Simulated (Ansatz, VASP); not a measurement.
# WC (Qusongite): VASP beside Ansatz

One calculation is typed for both programs; each brings its own data sets. How far apart do they land? The cell is taken from a series of runs on this material, whose earlier steps may have relaxed, scaled, displaced or heated it; both programs get it as it stands.

Main program and level: Ansatz 0.2.0; plane waves, with VASP 6.6.1 beside it; zone-centre phonons at PBEsol.

## Step 1: The starting structure

Symmetry: P-6m2, No. 187, hexagonal system. Conventional cell: a = 2.813 Å, b = 2.813 Å, c = 2.763 Å, α = 90.00°, β = 90.00°, γ = 120.00°. Nearest to C lie 6 W at 2.13 Å. Nearest to W lie 6 C at 2.13 Å. Farther neighbours are not listed.

## Step 2: Ansatz: zone-centre phonons, PBEsol

Ansatz runs on its PAW soft_1 files.

Second derivatives magnify differences that forces hide, and they need a tight electronic threshold.

input.yaml reads:

```yaml
crystal:
  lattice:
    - [2.8125970484, 0.0, 0.0]
    - [-1.4062985242, 2.4357804945, 0.0]
    - [0.0, 0.0, 2.7633907398]
  atoms:
    - { symbol: C, position: [0.6666666667, 0.3333333333, 0.5] }
    - { symbol: W, position: [0.0, 0.0, 0.0] }
kpoints:
  mp_grid: { grid: [18, 18, 16] }
hamiltonian:
  xc: pbesol
  pseudopotentials: { kind: paw, azcp: { folder: soft_1 }, xc_functional: pbe }
scf:
  occupations: { method: methfessel_paxton, width: 0.2 }
output:
  eigenvalues: true
phonons:
  method: dfpt
```

Started as:

```sh
$ ansatz run input.yaml --threads 4 --pin off --max-ram 10240MiB --backend cpu --events-out ev --progress --plain --runs-dir out
```

Numbers of over 12 decimals in the logs are rounded to 6 here.

Log:

```text
zone centre: on kpoints.mp_grid the ground state, and the responses unless they are solved on pairs of k-points, stand on 819 of the mesh's 5184 k-points, reduced under 4 symmetry operations, with k and −k counted as one. Each operation leaves every solved displacement unchanged or reverses it
Engine: ansatz 0.2.0, aarch64-unknown-linux-gnu
Pseudopotentials: kind: paw
Pseudopotential: C, paw, valence charge 4, recommended cutoff 420 eV (normal), soft_1/C.paw.azcp
Pseudopotential: W, paw, valence charge 14, recommended cutoff 420 eV (normal), soft_1/W.paw.azcp
Functional definition: PBEsol
  exchange = pbesol_x
  correlation = pbesol_c
Crystal: 2 atoms, lattice volume = 18.932 Å³
Basis set: ecut = 420 eV, 393 PW (Γ), exchange–correlation on 40×40×40 points (8 copies of the dense FFT grid, shifted against one another)
Bands: 13, of which v1, the nominal top of the filled ones, is band 9 counted from 1 (8 counted from 0)
Symmetry: 12 space group operations
k-points: 819 of 5184 (irreducible under 4 space group operations, time reversal used)
Non-local potential: C, projectors of the file, l = 0: 2, l = 1: 2, l = 2: 1
Non-local potential: W, projectors of the file, l = 0: 3, l = 1: 2, l = 2: 2, l = 3: 1
PAW form: soft (Blöchl's): semilocal exchange-correlation on the pseudo side does not see the compensation charge
PAW frozen core: C, regenerated for the run's functional, and the local potential with it (the file was generated under x = pbe(κ = 0.804, μ = 0.219515), c = pbe(β = 0.066725))
PAW frozen core: W, regenerated for the run's functional, and the local potential with it (the file was generated under x = pbe(κ = 0.804, μ = 0.219515), c = pbe(β = 0.066725))
PAW one-centre angular grid: C, 110 points (default); XC on 64 Gauss nodes
PAW one-centre angular grid: W, 590 points (default); XC on 64 Gauss nodes
Initial density: superposition of atomic densities (chi_scale 0.1, normalization cell, long waves kept (reshape's long-wave potential 0.00 eV rms))
Initial wavefunctions: pseudopotential atomic-orbital guess
Functional: x = pbesol(κ = 0.804, μ = 0.123457), c = pbesol(β = 0.046)
SCF iter   1: F=—  HF=-10505.781245 eV  |F-HF|=—  |Δ(HF+E_count)|=         —  Δρ=1.39e-1  dr2=4.60e0  ethr=3.10e-3  ⟨swp⟩=5.0  Hψ=52463  notcnv=0
preconditioner: auto → none  [metal: Δε(μ)=0.039 eV  Ē_g=11.664 eV  σ=0.200 eV  W_gap=0.16  n_scr=8 (ndim 8)  ℏωp=27.0 eV  f_vac=0.000  D(μ)=0.20/eV (n_scr^D=0)  sad-step TF]
SCF iter   2: F=—  HF=-10505.187165 eV  |F-HF|=—  |Δ(HF+E_count)|=   5.94e-1  S|Δr|=    0.00e0  Δρ=9.79e-2  dr2=2.36e0  ethr=3.10e-3  ⟨swp⟩=2.0  Hψ=20354  notcnv=0
SCF iter   3: F=—  HF=-10504.553440 eV  |F-HF|=—  |Δ(HF+E_count)|=   6.34e-1  S|Δr|=    0.00e0  Δρ=7.83e-3  dr2=1.09e-2  ethr=3.10e-3  ⟨swp⟩=2.4  Hψ=18536  notcnv=0
SCF iter   4: F=—  HF=-10504.553265 eV  |F-HF|=—  |Δ(HF+E_count)|=   1.75e-4  S|Δr|=    0.00e0  Δρ=1.05e-3  dr2=8.39e-5  ethr=6.03e-5  ⟨swp⟩=1.1  Hψ=17451  notcnv=0
SCF iter   5: F=—  HF=-10504.553334 eV  |F-HF|=—  |Δ(HF+E_count)|=   6.89e-5  S|Δr|=    0.00e0  Δρ=1.62e-4  dr2=3.01e-6  ethr=4.66e-7  ⟨swp⟩=2.2  Hψ=17198  notcnv=0
SCF iter   6: F=—  HF=-10504.553331 eV  |F-HF|=—  |Δ(HF+E_count)|=   2.14e-6  S|Δr|=    0.00e0  Δρ=3.18e-5  dr2=9.97e-8  ethr=1.67e-8  ⟨swp⟩=2.5  Hψ=17371  notcnv=0
SCF iter   7: F=—  HF=-10504.553332 eV  |F-HF|=—  |Δ(HF+E_count)|=   9.95e-7  S|Δr|=    0.00e0  Δρ=4.81e-6  dr2=1.78e-9  ethr=5.54e-10  ⟨swp⟩=2.4  Hψ=15740  notcnv=0
SCF iter   8: F=—  HF=-10504.553332 eV  |F-HF|=—  |Δ(HF+E_count)|=  5.46e-11  S|Δr|=    0.00e0  Δρ=4.93e-7  dr2=1.26e-11  ethr=9.91e-12  ⟨swp⟩=2.4  Hψ=15517  notcnv=0
SCF iter   9: F=-10504.553332 eV  HF=-10504.553332 eV  |F-HF|=3.64e-12  |Δ(HF+E_count)|=  1.82e-12  S|Δr|=    0.00e0  Δρ=4.12e-8  dr2=1.24e-13  ethr=1.00e-12  ⟨swp⟩=5.0  Hψ=39969  notcnv=0
SCF 1 converged in 9 iterations: F = -10504.553332 eV  dr2 = 1.24e-13
  greatest PAW one-centre occupation: 0.999 electrons in one spin orbital (limit 2), on the W atom at site 1 (counted from 0), in its partial waves of l = 0
DFPT response loops at Γ: preconditioner auto → Kerker (q_TF=auto, 2.705 Å⁻¹) (partly filled bands, converged f_vac=0.000); β = 1.00, the filter's whole step (`scf.mixing.beta` (0.50) is not read by the response loops under this deck's `scf.mixing.preconditioner`; to damp them name `kerker` or `kerker_dos`, under which they read `scf.mixing.beta`, and type it under 1.00, their step now; both keys bind the ground state too); Broyden in place of MSR1
SCF converged after 9 iterations
Stability not checked: this state was not tested for a lower state beside it, because cold or Methfessel-Paxton smearing, or corrected tetrahedra, fill the levels in a way that the test cannot read (fill_not_monotonic; see scf.lower_state_search)
Free energy (F): -10504.553332 eV
Harris-Foulkes:  -10504.553332 eV  (|F-HF|=3.64e-12)
Internal energy: -10504.553322 eV  (E = F + TS)
E sigma→0 (E₀):  -10504.553330 eV
Entropy (-TS):   -0.000011 eV (-0.005 meV/atom)
Fermi energy:    22.566767 eV
--- Per-component energies (eV) ---
  E_band       = -25.255104
  E_kinetic    = 518.193403
  E_local      = -536.397623  (includes V_loc(G=0)·N_el)
  E_nonlocal   = 0.366532
  E_hartree    = 229.773513
  E_xc         = -316.634888
  E_vxc        = -294.126920  (∫ρ·V_xc dr)
  E_paw        = -8547.814854  (= ΣΔE_a)
  E_vpaw       = -172.837671  (= ΣTr[D̂ρ^β])
  E_aug_tail   = 0.000153  (compensation charges beyond the density's cutoff)
  E_ewald      = -1852.282518
  E_core_change = 0.242958  (= ΣΔE_core)
  E_smearing   = -0.000011  (= −TS)
  E_closure    = 0.000000  (closes the sum)
  Σ components = -10504.553332   (vs F -10504.553332, Δ=0.00e0)
--- Band table (eV; the first three rows and the last of 819) ---
  k-point 0: bands = [... 5 lower, 17.6447, 18.8461, 18.8461, 22.6159, 26.2010, 26.2010, 28.6774, 28.6774]
  k-point 1: bands = [... 5 lower, 17.6162, 18.8939, 18.8939, 22.5987, 25.7881, 25.7881, 28.9387, 28.9387]
  k-point 2: bands = [... 5 lower, 17.4793, 19.0338, 19.0338, 22.6330, 24.9420, 24.9420, 29.2941, 29.2941]
  k-point 818: bands = [... 5 lower, 15.4871, 16.3916, 20.5525, 21.1663, 28.2354, 28.7378, 29.4533, 33.1446]
--- Phonons (Γ-DFPT): 4 representative perturbations + reference, on 819 of 5184 k-points (Σ response iterations 12) ---
  k mesh reduced under 4 symmetry operations, with k and −k counted as one. Each operation leaves every solved displacement unchanged or reverses it
  ASR residual: 2.790e-5 → 0.000e0 eV/Å²; symmetrization residual: 1.488e-6 eV/Å²
  ASR residual per site (eV/Å²): 7.19e-6 2.79e-5
  Γ frequencies (cm⁻¹): 0.00 0.00 0.00 701.85 701.85 703.28
  non-analytic LO–TO correction: not included (Born effective charges unavailable; polar crystals: no LO–TO splitting at Γ)
```

[end of part 1 of 2]

[Lines on the potential files, build, host, timing and source positions are cut from VASP's logs without a mark.]

[Logs are printed without paths, hosts, clocks, repeated set-up lines and the standing remarks that a program may print on its own settings, such as how far it seeks lower states.]

[Hosts, paths, dates, database ids (printed as entryN), source tags and the programs' standing remarks are cut or masked in the printed files.]
